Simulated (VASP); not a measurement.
Method: PBEsol GGA, VASP's PBE PAW potentials (set 64) (plane waves; VASP).

Input for VASP

### KPOINTS
```
Automatic mesh
0
Gamma
6 6 1
0 0 0
```

POSCAR:
```
YN(100) slab
1.0
  3.4333366367   0.0000000000   0.0000000000
  0.0000000000   3.4333366367   0.0000000000
  0.0000000000   0.0000000000  24.6355473380
Y N
4 4
Cartesian
  0.0000000000   1.7166683183   8.6761716970
  1.7166683183   0.0000000000  11.1039063450
  0.0000000000   1.7166683183  13.5316409930
  1.7166683183   0.0000000000  15.9593756410
  0.0000000000   1.7166683183  11.1039063450
  1.7166683183   0.0000000000   8.6761716970
  0.0000000000   1.7166683183  15.9593756410
  1.7166683183   0.0000000000  13.5316409930
```

### INCAR
```
NSW=50   # most ionic steps
ALGO=Normal
LREAL=.FALSE.
LMAXMIX=4   # l cut-off of mixed one-centre charges
ENCUT=450   # plane-wave cut-off (eV)
SIGMA=0.05
GGA=PS   # PBEsol
SYSTEM=YN(100) slab
LDIPOL=.TRUE.
LWAVE=.TRUE.
DIPOL=0.5 0.5 0.5
LASPH=.TRUE.
EDIFF=1E-5
ISMEAR=0   # Gaussian
EDIFFG=-0.03   # ionic stop
IBRION=2
ISIF=2   # forces and stress, cell fixed
NELM=100
LCHARG=.FALSE.
PREC=Normal
NELMIN=4
IDIPOL=3
```

POTCAR, in this order: Y_sv N (PBE.64 set). Program: vasp_std.

Q: What will the output report for the number of irreducible k-points (NKPTS), largest plane-wave count, number of space-group operations, FFT grid (NGX, NGY, NGZ)?

A: 
| Property | Value |
|---|---|
| number of irreducible k-points (NKPTS) | 10 |
| largest plane-wave count | 6358 |
| number of space-group operations | 16 |
| FFT grid (NGX, NGY, NGZ) | 18 × 18 × 128 |

The cell is a thin slab with vacuum, built from YN (rock salt): (100) face.
